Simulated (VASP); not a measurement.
```
TbAs
1.0
    4.55420     0.00000     0.00000
   -2.27710     3.94406     0.00000
    0.00000     0.00000     7.45874
Tb As
2 2
Direct
  0.66667   0.33333   0.00000
  0.33333   0.66667   0.50000
  0.66667   0.33333   0.62520
  0.33333   0.66667   0.12520
```

The base run (VASP): PBE GGA, plane waves, VASP's PBE PAW potentials (set 64). Settings: 400 eV cut-off, 5×5×3 Γ-centred mesh, Gaussian smearing of 0.050 eV, potentials Tb_3 As.

The 4f electrons are frozen in the core of the lanthanide potential, so 4f levels, which can set the real gap, and their magnetism are missing.

One setting is varied; ΔE counts from the most expensive setting. The base run took about 20 core-seconds. Costs are core time on shared hosts, one run each; read them as rough ratios.

Pressures at a finite cut-off, here 400 eV, hold a Pulay part, which this task's highest cut-off puts under 0.2 GPa.

```json
[
 {"setting": "KPOINTS 2×2×1 Γ-centred mesh", "cost over the base run": "within a factor of 2", "electronic steps": "15", "ΔE (meV/atom)": "196.1", "pressure (GPa)": "2.46"},
 {"setting": "KPOINTS 3×3×2 Γ-centred mesh", "cost over the base run": "within a factor of 2", "electronic steps": "14", "ΔE (meV/atom)": "4.9", "pressure (GPa)": "0.90"},
 {"setting": "base run", "cost over the base run": "reference", "electronic steps": "14", "ΔE (meV/atom)": "0.1", "pressure (GPa)": "0.83"},
 {"setting": "KPOINTS 7×7×4 Γ-centred mesh", "cost over the base run": "within a factor of 2", "electronic steps": "14", "ΔE (meV/atom)": "0.0", "pressure (GPa)": "0.83"},
 {"setting": "KPOINTS 6×6×4 Γ-centred mesh", "cost over the base run": "about 2 times", "electronic steps": "14", "ΔE (meV/atom)": "0.0", "pressure (GPa)": "0.83"},
 {"setting": "KPOINTS 8×8×5 Γ-centred mesh", "cost over the base run": "about 2 times", "electronic steps": "14", "ΔE (meV/atom)": "0.0", "pressure (GPa)": "0.83"},
 {"setting": "KPOINTS 10×10×6 Γ-centred mesh", "cost over the base run": "about 4 times", "electronic steps": "14", "ΔE (meV/atom)": "0.0", "pressure (GPa)": "0.83"}
]
```

Left out are runs that failed, have no time on record or changed the cell.

The structure was generated: TbAs was put into the wurtzite type (P6_3mc), which need not be its known phase. The cell was not relaxed at this level.
